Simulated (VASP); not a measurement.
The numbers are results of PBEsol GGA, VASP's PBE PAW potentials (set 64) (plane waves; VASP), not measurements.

A VASP calculation is set up with these files.

POSCAR:
```
Ca(210) slab
1.0
  6.6825908661   0.0000000000   0.0000000000
  4.4550609034   4.9809096366   0.0000000000
  0.0000000000   0.0000000000  24.4280565913
Ca
8
Direct
  0.4500000000   0.4500000000   0.3251910000
  0.7500000000   0.7500000000   0.3751370000
  0.0500000000   0.0500000000   0.4250820000
  0.3500000000   0.3500000000   0.4750270000
  0.6500000000   0.6500000000   0.5249730000
  0.9500000000   0.9500000000   0.5749180000
  0.2500000000   0.2500000000   0.6248630000
  0.5500000000   0.5500000000   0.6748090000
```

### KPOINTS
```
Automatic mesh
0
Gamma
6 6 1
0 0 0
```

INCAR:
```
SYSTEM=Ca(210) slab
PREC=Normal; ENCUT=400; LREAL=.FALSE.
LASPH=.TRUE.
EDIFF=1E-5; NELM=100; NELMIN=4
ALGO=Normal
ISMEAR=1; SIGMA=0.1
GGA=PS
IBRION=2; NSW=50; ISIF=2
EDIFFG=-0.03
LWAVE=.TRUE.; LCHARG=.FALSE.
DIPOL=0.5 0.5 0.5
LDIPOL=.TRUE.; IDIPOL=3
```

POTCAR, in this order: Ca_sv (PBE.64 set). Program: vasp_std.

The run wrote:

OUTCAR:
```
 ion  position               nearest neighbor table
   1  0.450  0.450  0.325-
   2  0.750  0.750  0.375-
   3  0.050  0.050  0.425-
   4  0.350  0.350  0.475-
   5  0.650  0.650  0.525-
   6  0.950  0.950  0.575-
   7  0.250  0.250  0.625-
   8  0.550  0.550  0.675-
  LATTYP: Found a base centered orthorhombic cell.
 ALAT       =     5.4563129073
 B/A-ratio  =     2.2360679402
 C/A-ratio  =     4.4770263374
 Subroutine PRICEL returns:
 Original cell was already a primitive cell.
 Subroutine GETGRP returns: Found  4 space group operations
The static configuration has the point symmetry C_2h.
The dynamic configuration has the point symmetry C_2h.
 Subroutine INISYM returns: Found  4 space group operations
 Subroutine IBZKPT returns following result:
 Found     13 irreducible k-points:

 Following reciprocal coordinates:
            Coordinates               Weight
  0.000000  0.000000  0.000000      1.000000
...
```

**OSZICAR**
```
       N       E                     dE             d eps       ncg     rms          rms(c)
DAV:   1     0.518200962432E+03    0.51820E+03   -0.36126E+04  1824   0.109E+03
DAV:   2     0.292849530436E+02   -0.48892E+03   -0.47953E+03  1368   0.350E+02
DAV:   3    -0.885952856376E+01   -0.38144E+02   -0.37397E+02  1856   0.573E+01
DAV:   4    -0.158948915075E+02   -0.70354E+01   -0.69773E+01  2360   0.236E+01
DAV:   5    -0.169276653794E+02   -0.10328E+01   -0.10310E+01  1784   0.619E+00    0.750E+00
DAV:   6    -0.147823384845E+02    0.21453E+01   -0.11266E+01  1568   0.114E+01    0.462E+00
DAV:   7    -0.145710183850E+02    0.21132E+00   -0.33840E+00  1560   0.539E+00    0.230E+00
DAV:   8    -0.145240233039E+02    0.46995E-01   -0.66658E-01  1720   0.215E+00    0.496E-01
DAV:   9    -0.145242939358E+02   -0.27063E-03   -0.60901E-02  2080   0.819E-01    0.240E-01
DAV:  10    -0.145261930217E+02   -0.18991E-02   -0.64551E-03  1600   0.328E-01    0.124E-01
DAV:  11    -0.145276262569E+02   -0.14332E-02   -0.20772E-03  1752   0.134E-01    0.535E-02
DAV:  12    -0.145294325054E+02   -0.18062E-02   -0.19919E-03  1568   0.908E-02    0.374E-02
DAV:  13    -0.145302466057E+02   -0.81410E-03   -0.46597E-04  1280   0.442E-02    0.267E-02
DAV:  14    -0.145305820356E+02   -0.33543E-03   -0.26557E-04  1240   0.431E-02    0.120E-02
DAV:  15    -0.145306145157E+02   -0.32480E-04   -0.32015E-05  1168   0.130E-02    0.113E-02
DAV:  16    -0.145306652455E+02   -0.50730E-04   -0.26567E-05  1064   0.121E-02    0.243E-03
DAV:  17    -0.145306723220E+02   -0.70765E-05   -0.57927E-06  1056   0.615E-03
   1 F= -.14530672E+02 E0= -.14532821E+02  d E =-.145307E+02
       N       E                     dE             d eps       ncg     rms          rms(c)
DAV:   1    -0.145319001377E+02   -0.12349E-02   -0.35716E-01  1360   0.356E+00    0.118E-01
DAV:   2    -0.145325801559E+02   -0.68002E-03   -0.87513E-03  1520   0.566E-01    0.453E-02
DAV:   3    -0.145325935638E+02   -0.13408E-04   -0.44811E-04  1880   0.842E-02    0.175E-02
DAV:   4    -0.145326062154E+02   -0.12652E-04   -0.21487E-05  1112   0.200E-02    0.699E-03
DAV:   5    -0.145326129382E+02   -0.67228E-05   -0.35515E-06   944   0.900E-03
   2 F= -.14532613E+02 E0= -.14534791E+02  d E =-.194062E-02
       N       E                     dE             d eps       ncg     rms          rms(c)
DAV:   1    -0.145309219536E+02    0.16843E-02   -0.32155E+00  1248   0.107E+01    0.352E-01
DAV:   2    -0.145370329674E+02   -0.61110E-02   -0.79177E-02  1464   0.170E+00    0.135E-01
DAV:   3    -0.145370640628E+02   -0.31095E-04   -0.40495E-03  1872   0.255E-01    0.523E-02
DAV:   4    -0.145371033269E+02   -0.39264E-04   -0.20871E-04  1656   0.616E-02    0.207E-02
DAV:   5    -0.145371182086E+02   -0.14882E-04   -0.40438E-05  1160   0.223E-02    0.802E-03
DAV:   6    -0.145371207632E+02   -0.25546E-05   -0.76355E-06  1016   0.141E-02
   3 F= -.14537121E+02 E0= -.14539379E+02  d E =-.644844E-02
       N       E                     dE             d eps       ncg     rms          rms(c)
DAV:   1    -0.145160853589E+02    0.21033E-01   -0.12867E+01  1248   0.214E+01    0.703E-01
DAV:   2    -0.145408181526E+02   -0.24733E-01   -0.31883E-01  1400   0.341E+00    0.272E-01
DAV:   3    -0.145408866064E+02   -0.68454E-04   -0.16292E-02  1928   0.522E-01    0.107E-01
DAV:   4    -0.145410569841E+02   -0.17038E-03   -0.91603E-04  1720   0.133E-01    0.414E-02
DAV:   5    -0.145410936499E+02   -0.36666E-04   -0.16933E-04  1416   0.448E-02    0.152E-02
DAV:   6    -0.145411019001E+02   -0.82502E-05   -0.31500E-05  1144   0.255E-02
   4 F= -.14541102E+02 E0= -.14543472E+02  d E =-.104296E-01
       N       E                     dE             d eps       ncg     rms          rms(c)
DAV:   1    -0.145407773922E+02    0.31626E-03   -0.17658E-01  1248   0.251E+00    0.809E-02
DAV:   2    -0.145411211836E+02   -0.34379E-03   -0.43859E-03  1520   0.399E-01    0.313E-02
DAV:   3    -0.145411214354E+02   -0.25187E-06   -0.22781E-04  1880   0.593E-02    0.121E-02
DAV:   4    -0.145411254535E+02   -0.40180E-05   -0.96446E-06  1024   0.144E-02
   5 F= -.14541125E+02 E0= -.14543503E+02  d E =-.104531E-01
       N       E                     dE             d eps       ncg     rms          rms(c)
DAV:   1    -0.145404026947E+02    0.71874E-03   -0.10803E+00  1248   0.597E+00    0.202E-01
DAV:   2    -0.145424497886E+02   -0.20471E-02   -0.26570E-02  1304   0.952E-01    0.752E-02
DAV:   3    -0.145425100712E+02   -0.60283E-04   -0.12326E-03  1928   0.135E-01    0.279E-02
DAV:   4    -0.145425225274E+02   -0.12456E-04   -0.51064E-05  1256   0.313E-02    0.112E-02
DAV:   5    -0.145425248818E+02   -0.23544E-05   -0.88524E-06  1032   0.134E-02
   6 F= -.14542525E+02 E0= -.14544880E+02  d E =-.139943E-02
       N       E                     dE             d eps       ncg     rms          rms(c)
DAV:   1    -0.145253446375E+02    0.17178E-01   -0.97317E+00  1248   0.179E+01    0.604E-01
DAV:   2    -0.145440150709E+02   -0.18670E-01   -0.24142E-01  1288   0.286E+00    0.224E-01
DAV:   3    -0.145445679400E+02   -0.55287E-03   -0.11279E-02  2032   0.414E-01    0.857E-02
DAV:   4    -0.145446736812E+02   -0.10574E-03   -0.50308E-04  1696   0.103E-01    0.334E-02
DAV:   5    -0.145446845648E+02   -0.10884E-04   -0.84382E-05  1256   0.348E-02    0.123E-02
DAV:   6    -0.145446919413E+02   -0.73765E-05   -0.14711E-05  1120   0.164E-02
   7 F= -.14544692E+02 E0= -.14546958E+02  d E =-.356649E-02
```

### OUTCAR
```
------------------------ aborting loop because EDIFF is reached ----------------------------------------
  FORCE on cell =-STRESS in cart. coord.  units (eV):
  Direction    XX          YY          ZZ          XY          YZ          ZX
  --------------------------------------------------------------------------------------
  Total       -1.4644191     -1.9055598     -0.2088972      0.2466048      0.0999686      0.2235366
  in kB       -2.8855827     -3.7548337     -0.4116241      0.4859254      0.1969844      0.4404704
  external PRESSURE =      -2.3506802 kB  Pullay stress =       0.0000000 kB
  volume of cell :      813.10
      direct lattice vectors                 reciprocal lattice vectors
     6.682590866  0.000000000  0.000000000     0.149642559 -0.133844371  0.000000000
     4.455060903  4.980909637  0.000000000     0.000000000  0.200766541  0.000000000
     0.000000000  0.000000000 24.428056591     0.000000000  0.000000000  0.040936535
 POSITION                                       TOTAL-FORCE (eV/Angst)
 -----------------------------------------------------------------------------------
      4.97016      2.22272      7.99482        -0.023191     -0.010371      0.003055
      8.32960      3.72511      9.21798         0.005281      0.002362      0.002329
      0.57448      0.25692     10.35183        -0.015729     -0.007034      0.020245
      3.92875      1.75699     11.59037        -0.001537     -0.000687      0.003074
      7.20890      3.22392     12.83768         0.001537      0.000687     -0.003074
     10.56317      4.72399     14.07623         0.015729      0.007034     -0.020245
      2.80806      1.25580     15.21008        -0.005281     -0.002362     -0.002329
      6.16749      2.75819     16.43324         0.023191      0.010371     -0.003055
 -----------------------------------------------------------------------------------
    total drift:                                0.000000      0.000000      0.000000
  FREE ENERGIE OF THE ION-ELECTRON SYSTEM (eV)
  ---------------------------------------------------
  free  energy   TOTEN  =       -14.5446919413 eV

  energy  without entropy=      -14.5514897118  energy(sigma->0) =      -14.54695786

 reached required accuracy - stopping structural energy minimisation
```
(Selected blocks of OUTCAR.)

**CONTCAR**
```
Ca(210) slab
   1.00000000000000
     6.6825908661000000    0.0000000000000000    0.0000000000000000
     4.4550609033999997    4.9809096365999999    0.0000000000000000
     0.0000000000000000    0.0000000000000000   24.4280565912999990
  Ca
     8
Direct
     0.4462485401475893    0.4462485401475893    0.3272800729437870
     0.7478771731550148    0.7478771731550148    0.3773521871740467
     0.0515800440725213    0.0515800440725213    0.4237679791473855
     0.3527447722641586    0.3527447722641586    0.4744696857603384
     0.6472552277358413    0.6472552277358413    0.5255303142396617
     0.9484199559274786    0.9484199559274786    0.5762320208526145
     0.2521228268449850    0.2521228268449850    0.6226478128259535
     0.5537514598524106    0.5537514598524106    0.6727199270562131
```

The cell is a thin slab with vacuum, built from Ca (fcc): (210) face.
